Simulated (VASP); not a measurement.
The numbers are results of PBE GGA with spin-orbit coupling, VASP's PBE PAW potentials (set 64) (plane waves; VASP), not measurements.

Input for VASP

File POSCAR:
```
CeO2
1
    0.0000000000     2.7306101479     2.7306101479
    2.7306101479     0.0000000000     2.7306101479
    2.7306101479     2.7306101479     0.0000000000
Ce O
1 2
Direct
  0.0000000000   0.0000000000   0.0000000000
  0.2500000000   0.2500000000   0.2500000000
  0.7500000000   0.7500000000   0.7500000000
```

**KPOINTS**
```
Regular mesh
0
Gamma
 6 6 6
0 0 0
```

### INCAR
```
SYSTEM = CeO2
PREC = Accurate
ENCUT = 520
EDIFF = 1E-6
NELM = 100
ALGO = Normal
LREAL = .FALSE.
LASPH = .TRUE.
ISMEAR = 0
SIGMA = 0.05
GGA = PE
LMAXMIX = 6
LWAVE = .FALSE.
LCHARG = .FALSE.
LSORBIT = .TRUE.
MAGMOM = 0 0 0 0 0 0 0 0 0
GGA_COMPAT = .FALSE.
```

File KPOINTS_OPT:
```
k-points along high-symmetry lines
8
Line-mode
Reciprocal
  0.000000   0.000000   0.000000 ! GAMMA
  0.500000   0.000000   0.500000 ! X

  0.500000   0.000000   0.500000 ! X
  0.625000   0.250000   0.625000 ! U

  0.375000   0.375000   0.750000 ! K
  0.000000   0.000000   0.000000 ! GAMMA

  0.000000   0.000000   0.000000 ! GAMMA
  0.500000   0.500000   0.500000 ! L

  0.500000   0.500000   0.500000 ! L
  0.500000   0.250000   0.750000 ! W

  0.500000   0.250000   0.750000 ! W
  0.500000   0.000000   0.500000 ! X
```

POTCAR, in this order: Ce O (PBE.64 set). Program: vasp_ncl.

### Question
What does the run give for the energy per atom (σ→0), band gap (over mesh and band path)?

### Answer

- energy per atom (σ→0): -8.854 eV/atom
- band gap (over mesh and band path): 1.76 eV

### OSZICAR
```
...
DAV:  17    -0.265631542169E+02    0.97897E-04   -0.71919E-04  1616   0.279E-01    0.132E-02
DAV:  18    -0.265631583125E+02   -0.40957E-05   -0.41284E-05  1768   0.447E-02    0.624E-03
DAV:  19    -0.265631595932E+02   -0.12807E-05   -0.11681E-05  1616   0.330E-02    0.513E-03
DAV:  20    -0.265631587653E+02    0.82796E-06   -0.17574E-06  1064   0.154E-02
   1 F= -.26563159E+02 E0= -.26563159E+02  d E =-.131021E-16  mag=    -0.0000     0.0000    -0.0000
       N       E                     dE             ncg
       N       E                     dE             ncg
       N       E                     dE             ncg
```

The compound is CeO2 in the fluorite structure. It was relaxed first.
